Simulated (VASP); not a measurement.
VASP input:

**KPOINTS**
```
Automatic mesh
0
Gamma
12 12 12
0 0 0
```

POSCAR:
```
Ca
1
    0.0000000000     2.7104902004     2.7104902004
    2.7104902004     0.0000000000     2.7104902004
    2.7104902004     2.7104902004     0.0000000000
Ca
1
Direct
  0.0000000000   0.0000000000   0.0000000000
```

### INCAR
```
ISMEAR=1   ! Methfessel-Paxton
ALGO=Normal
EDIFF=1E-7   ! SCF stop (eV)
AGGAC=0.0
SYSTEM=Ca
PREC=Accurate
LCHARG=.FALSE.
GGA=CX
LWAVE=.FALSE.
ISIF=2
NELM=100   ! most electronic steps
SIGMA=0.1   ! width (eV)
LASPH=.TRUE.
LUSE_VDW=.TRUE.
LREAL=.FALSE.   ! projection in real space or not
ENCUT=520   ! plane-wave cut-off (eV)
```

POTCAR, in this order: Ca_sv (PBE.64 set). Program: vasp_std.

Q: Write an equivalent input for Quantum ESPRESSO's pw.x.

A: One equivalent input (not run):
```
&CONTROL
  calculation = 'scf'
  pseudo_dir = './pseudo'
  outdir = './out'
  tprnfor = .true.
  tstress = .true.
/
&SYSTEM
  ibrav = 0
  nat = 1
  ntyp = 1
  ecutwfc = 68
  occupations = 'smearing'
  smearing = 'methfessel-paxton'
  degauss = 0.00735
  input_dft = 'vdw-df-cx'
/
&ELECTRONS
  conv_thr = 7.3e-09
  electron_maxstep = 100
/
ATOMIC_SPECIES
  Ca 40.078 Ca.upf
CELL_PARAMETERS angstrom
     0.0000000    2.7104902    2.7104902
     2.7104902    0.0000000    2.7104902
     2.7104902    2.7104902    0.0000000
ATOMIC_POSITIONS crystal
  Ca   0.0000000  0.0000000  0.0000000
K_POINTS automatic
  12 12 12 0 0 0
```
The two are equivalent in intent, not identical: the potentials are each code's own (VASP's PAW set, PseudoDojo norm-conserving files in pw.x), so ENCUT and ecutwfc are chosen apart and not converted; conv_thr bounds pw.x's estimated SCF error, while EDIFF bounds the energy change between steps.

The compound is Ca in the fcc structure. This cell is one point of a volume scan, at 0.97 of the reference volume.
